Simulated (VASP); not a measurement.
Method: PBE GGA, VASP's PBE PAW potentials (set 64) (plane waves; VASP).

The input files of a VASP run:

### KPOINTS
```
Automatic mesh
0
Gamma
11 11 11
0 0 0
```

**INCAR**
```
! general
SYSTEM  = Si2Ni
PREC    = Accurate
ENCUT   = 300
LREAL   = F
LASPH   = T

! electronic loop
EDIFF   = 1E-6
NELM    = 100
ALGO    = Normal
LMAXMIX = 4

! smearing
ISMEAR  = 0
SIGMA   = 0.05

! functional
GGA     = PE

! ions
ISIF    = 2

! output
LWAVE   = F
LCHARG  = F
```

### POSCAR
```
Si2Ni
3.840690
  0.0000000000   0.7071067959   0.7071067959
  0.7071067959   0.0000000000   0.7071067959
  0.7071067959   0.7071067959   0.0000000000
Si Ni
2 1
Cart
  0.3535533980   0.3535533980   0.3535533980
  1.0606601939   1.0606601939   1.0606601939
  0.0000000000   0.0000000000   0.0000000000
```

POTCAR, in this order: Si Ni (PBE.64 set). Program: vasp_std.

**Question.** What will the output report for the number of irreducible k-points (NKPTS), largest plane-wave count, number of space-group operations, FFT grid (NGX, NGY, NGZ)?

**Answer.** 
The number of irreducible k-points (NKPTS) is 56 and the largest plane-wave count is 495. The number of space-group operations is 48. The FFT grid (NGX, NGY, NGZ) is 24 × 24 × 24.

The structure comes from a computed database's Si2Ni entry; how it stands against other phases isn't given here. The cell was not relaxed at this level. The run is not spin-polarised, so no magnetic state was tried.
